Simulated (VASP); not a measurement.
These are PBE GGA, VASP's PBE PAW potentials (set 64) (plane waves; VASP) values and carry that method's errors.

The input files of a VASP run:

**INCAR**
```
SYSTEM = Hf
LMAXMIX = 6
LASPH = .True.
LCHARG = .False.
GGA = PE
NELM = 100   # most electronic steps
ALGO = Normal
EDIFF = 1E-6   # SCF stop (eV)
LREAL = .False.
SIGMA = 0.05   # width (eV)
ENCUT = 300   # plane-wave cut-off (eV)
ISMEAR = -1   # Fermi-Dirac
PREC = Accurate
LWAVE = .False.
ISIF = 2   # forces and stress, cell fixed
```

KPOINTS:
```
Automatic mesh
0
Gamma
7 7 2
0 0 0
```

POSCAR:
```
Hf
1
    3.1185190000     0.0000000000     0.0000000000
   -1.5592590000     2.7007160000     0.0000000000
    0.0000000000     0.0000000000    10.0338550000
Hf
4
Direct
  0.0108580000   0.0023110000  -0.0074750000
  0.0008100000   0.0024220000   0.4974680000
  0.3377790000   0.6702200000   0.2543280000
  0.6505540000   0.3250470000   0.7556790000
```

POTCAR, in this order: Hf_pv (PBE.64 set). Program: vasp_std.

Output of the run:

OUTCAR:
```
 ion  position               nearest neighbor table
   1  0.011  0.002  0.993-   4 2.94   4 3.00   4 3.01   3 3.17   3 3.19   3 3.19
   2  0.001  0.002  0.497-   3 3.03   3 3.03   3 3.04   4 3.13   4 3.16   4 3.17
   3  0.338  0.670  0.254-   2 3.03   2 3.03   2 3.04   1 3.17   1 3.19   1 3.19
   4  0.651  0.325  0.756-   1 2.94   1 3.00   1 3.01   2 3.13   2 3.16   2 3.17
  LATTYP: Found a hexagonal cell.
 ALAT       =     3.1185190000
 C/A-ratio  =     3.2175064510
 Subroutine PRICEL returns:
 Original cell was already a primitive cell.
 Subroutine GETGRP returns: Found  1 space group operations
The static configuration has the point symmetry C_1 .
The dynamic configuration has the point symmetry C_1 .
 Subroutine INISYM returns: Found  1 space group operations
 Subroutine IBZKPT returns following result:
 Found     50 irreducible k-points:

 Following reciprocal coordinates:
            Coordinates               Weight
  0.000000  0.000000  0.000000      1.000000
  0.142857 -0.000000  0.000000      2.000000
  0.000000  0.142857  0.000000      2.000000
 -0.142857  0.142857  0.000000      2.000000
  0.285714 -0.000000  0.000000      2.000000
  0.000000  0.285714  0.000000      2.000000
 -0.285714  0.285714  0.000000      2.000000
  0.428571 -0.000000  0.000000      2.000000
  0.000000  0.428571  0.000000      2.000000
 -0.428571  0.428571  0.000000      2.000000
  0.142857  0.142857  0.000000      2.000000
 -0.142857  0.285714  0.000000      2.000000
 -0.285714  0.142857  0.000000      2.000000
  0.285714  0.142857  0.000000      2.000000
 -0.142857  0.428571  0.000000      2.000000
 -0.428571  0.285714  0.000000      2.000000
 -0.285714  0.428571  0.000000      2.000000
  0.142857  0.285714  0.000000      2.000000
  0.428571 -0.142857  0.000000      2.000000
  0.428571  0.142857  0.000000      2.000000
 -0.142857 -0.428571  0.000000      2.000000
  0.428571  0.428571  0.000000      2.000000
  0.285714  0.285714  0.000000      2.000000
 -0.285714 -0.428571  0.000000      2.000000
  0.428571  0.285714  0.000000      2.000000
  0.000000  0.000000  0.500000      1.000000
  0.142857 -0.000000  0.500000      2.000000
  0.000000  0.142857  0.500000      2.000000
 -0.142857  0.142857  0.500000      2.000000
  0.285714 -0.000000  0.500000      2.000000
  0.000000  0.285714  0.500000      2.000000
 -0.285714  0.285714  0.500000      2.000000
  0.428571 -0.000000  0.500000      2.000000
  0.000000  0.428571  0.500000      2.000000
 -0.428571  0.428571  0.500000      2.000000
  0.142857  0.142857  0.500000      2.000000
 -0.142857  0.285714  0.500000      2.000000
 -0.285714  0.142857  0.500000      2.000000
  0.285714  0.142857  0.500000      2.000000
 -0.142857  0.428571  0.500000      2.000000
   k-points           NKPTS =     50   k-points in BZ     NKDIM =     50   number of bands    NBANDS=     24
   number of dos      NEDOS =    301   number of ions     NIONS =      4
   total plane-waves  NPLWV =  19440
   dimension x,y,z NGX =    18 NGY =   18 NGZ =   60
   dimension x,y,z NGXF=    36 NGYF=   36 NGZF=  120
   ions per type =               4
   PREC   = accura    normal or accurate (medium, high low for compatibility)
   ISTART =      0    job   : 0-new  1-cont  2-samecut
   ICHARG =      2    charge: 1-file 2-atom 10-const
   ISPIN  =      1    spin polarized calculation?
   LNONCOLLINEAR =      F non collinear calculations
   LSORBIT =      F    spin-orbit coupling
   INIWAV =      1    electr: 0-lowe 1-rand  2-diag
   ENCUT  =  300.0 eV  22.05 Ry    4.70 a.u.   4.40  4.40 14.17*2*pi/ulx,y,z
   NELM   =    100;   NELMIN=  2; NELMDL= -5     # of ELM steps
   EDIFF  = 0.1E-05   stopping-criterion for ELM
...
```

File OSZICAR:
```
       N       E                     dE             d eps       ncg     rms          rms(c)
DAV:   1     0.113328824246E+03    0.11333E+03   -0.17314E+04  2688   0.106E+03
DAV:   2    -0.332641278975E+02   -0.14659E+03   -0.14427E+03  2912   0.274E+02
DAV:   3    -0.404973530267E+02   -0.72332E+01   -0.70472E+01  3256   0.398E+01
DAV:   4    -0.406454438838E+02   -0.14809E+00   -0.14765E+00  2864   0.614E+00
DAV:   5    -0.406494090956E+02   -0.39652E-02   -0.39566E-02  3368   0.761E-01    0.973E+01
DAV:   6    -0.396863670984E+02    0.96304E+00   -0.12068E+00  2656   0.678E+00    0.568E+01
DAV:   7    -0.394744112686E+02    0.21196E+00   -0.30197E+00  3024   0.950E+00    0.740E+00
DAV:   8    -0.393549148176E+02    0.11950E+00   -0.18929E+00  3088   0.533E+00    0.392E+00
DAV:   9    -0.393423970858E+02    0.12518E-01   -0.17226E-01  3072   0.218E+00    0.179E+00
DAV:  10    -0.393389188113E+02    0.34783E-02   -0.75898E-02  3208   0.140E+00    0.998E-01
DAV:  11    -0.393374674659E+02    0.14513E-02   -0.18799E-02  3136   0.745E-01    0.256E-01
DAV:  12    -0.393374856526E+02   -0.18187E-04   -0.20290E-03  2992   0.266E-01    0.171E-01
DAV:  13    -0.393374700148E+02    0.15638E-04   -0.20335E-04  3216   0.790E-02    0.129E-01
DAV:  14    -0.393374691455E+02    0.86933E-06   -0.29055E-05  2856   0.435E-02    0.784E-02
DAV:  15    -0.393374605900E+02    0.85555E-05   -0.55656E-05  3296   0.401E-02    0.200E-02
DAV:  16    -0.393374605111E+02    0.78873E-07   -0.41710E-06  2808   0.127E-02
   1 F= -.39337461E+02 E0= -.39324642E+02  d E =-.256369E-01
```

OUTCAR:
```
------------------------ aborting loop because EDIFF is reached ----------------------------------------
  FORCE on cell =-STRESS in cart. coord.  units (eV):
  Direction    XX          YY          ZZ          XY          YZ          ZX
  --------------------------------------------------------------------------------------
  Total        4.4186801      4.2154049      4.2068195      0.1743160     -0.0396830     -0.0858138
  in kB       83.7737598     79.9198651     79.7570953      3.3048576     -0.7523508     -1.6269438
  external PRESSURE =      81.1502401 kB  Pullay stress =       0.0000000 kB
  volume of cell :       84.51
      direct lattice vectors                 reciprocal lattice vectors
     3.118519000  0.000000000  0.000000000     0.320665034  0.185136030  0.000000000
    -1.559259000  2.700716000  0.000000000     0.000000000  0.370272180  0.000000000
     0.000000000  0.000000000 10.033855000     0.000000000  0.000000000  0.099662592
 POSITION                                       TOTAL-FORCE (eV/Angst)
 -----------------------------------------------------------------------------------
      0.03026      0.00624      9.95885        -0.103839     -0.040082      0.722893
     -0.00125      0.00654      4.99152        -0.019260     -0.016126      0.284175
      0.00832      1.81007      2.55189         0.005830     -0.003148     -0.384697
      1.52193      0.87786      7.58237         0.117269      0.059356     -0.622372
 -----------------------------------------------------------------------------------
    total drift:                                0.000263      0.000137     -0.000245
  FREE ENERGIE OF THE ION-ELECTRON SYSTEM (eV)
  ---------------------------------------------------
  free  energy   TOTEN  =       -39.3374605111 eV

  energy  without entropy=      -39.3118236542  energy(sigma->0) =      -39.32464208
```
(Selected blocks of OUTCAR.)

At this cut-off the stress carries a Pulay error, which pulls relaxed volumes low.

The structure was generated: Hf was put into an ordered model structure, which need not be its known phase. The cell was not relaxed at this level, atoms are displaced from their ideal sites. The k-mesh is coarse (spacing up to 0.33 per Å, 2π included), so the numbers may not be converged in it.
